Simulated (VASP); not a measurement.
A convergence study with VASP on Re (hcp): one setting is varied, all else stays as given below, so the limit is that of these other settings.

```yaml
crystal:
  lattice:
    - [1.38000, -2.39023, 0.00000]
    - [1.38000, 2.39023, 0.00000]
    - [0.00000, 0.00000, 4.46000]
  atoms:
    - { symbol: Re, position: [0.33333, 0.66667, 0.25000] }
    - { symbol: Re, position: [0.66667, 0.33333, 0.75000] }
```

The numbers are results of PBE GGA, VASP's PBE PAW potentials (set 64) (plane waves; VASP), not measurements. The tightest run used: 550 eV cut-off, 25×25×13 Γ-centred mesh, tetrahedra with Blöchl corrections, potentials Re.

The reference is 25×25×13 mesh, which took about 10 core-minutes. Times come from single runs on busy shared machines, so they are rough: good to a factor of about 2.

Problem. Of the settings 4×4×2 mesh; 5×5×3 mesh; 6×6×3 mesh; 7×7×4 mesh; 8×8×4 mesh; 9×9×5 mesh; 10×10×5 mesh; 12×12×6 mesh; 13×13×7 mesh; 14×14×7 mesh; 16×16×8 mesh; 17×17×9 mesh; 18×18×10 mesh; 19×19×10 mesh; 20×20×11 mesh; 21×21×11 mesh; 24×24×13 mesh; 25×25×13 mesh, which is the lowest that keeps the difference from the reference in E (eV/atom) within 0.005 from there on, and what does it cost?

Solution. 9×9×5 mesh; its cost over the reference is about 1/20.
```json
[
 {"setting": "4×4×2 mesh", "difference in E (eV/atom)": "0.0932", "cost over the reference": "about 1/30"},
 {"setting": "5×5×3 mesh", "difference in E (eV/atom)": "0.0229", "cost over the reference": "about 1/20"},
 {"setting": "6×6×3 mesh", "difference in E (eV/atom)": "0.0437", "cost over the reference": "about 1/30"},
 {"setting": "7×7×4 mesh", "difference in E (eV/atom)": "0.0047", "cost over the reference": "about 1/20"},
 {"setting": "8×8×4 mesh", "difference in E (eV/atom)": "0.0063", "cost over the reference": "about 1/20"},
 {"setting": "9×9×5 mesh", "difference in E (eV/atom)": "0.0007", "cost over the reference": "about 1/20"},
 {"setting": "10×10×5 mesh", "difference in E (eV/atom)": "0.0019", "cost over the reference": "about 1/20"},
 {"setting": "12×12×6 mesh", "difference in E (eV/atom)": "0.0025", "cost over the reference": "about 1/6"},
 {"setting": "13×13×7 mesh", "difference in E (eV/atom)": "0.0011", "cost over the reference": "about 1/6"},
 {"setting": "14×14×7 mesh", "difference in E (eV/atom)": "0.0021", "cost over the reference": "about 1/7"},
 {"setting": "16×16×8 mesh", "difference in E (eV/atom)": "0.0003", "cost over the reference": "about 1/4"},
 {"setting": "17×17×9 mesh", "difference in E (eV/atom)": "0.0006", "cost over the reference": "about 1/5"},
 {"setting": "18×18×10 mesh", "difference in E (eV/atom)": "0.0005", "cost over the reference": "about 1/4"},
 {"setting": "19×19×10 mesh", "difference in E (eV/atom)": "0.0003", "cost over the reference": "about 1/3"},
 {"setting": "20×20×11 mesh", "difference in E (eV/atom)": "0.0005", "cost over the reference": "about 1/3"},
 {"setting": "21×21×11 mesh", "difference in E (eV/atom)": "0.0003", "cost over the reference": "about 1/3"},
 {"setting": "24×24×13 mesh", "difference in E (eV/atom)": "0.0000", "cost over the reference": "within a factor of 2"},
 {"setting": "25×25×13 mesh", "difference in E (eV/atom)": "0.0000", "cost over the reference": "reference"}
]
```

Left out are rungs that failed or repeat a setting and relaxations that didn't move; long series are thinned to 24 rows.

The compound is Re in the hcp structure. The cell was not relaxed at this level.
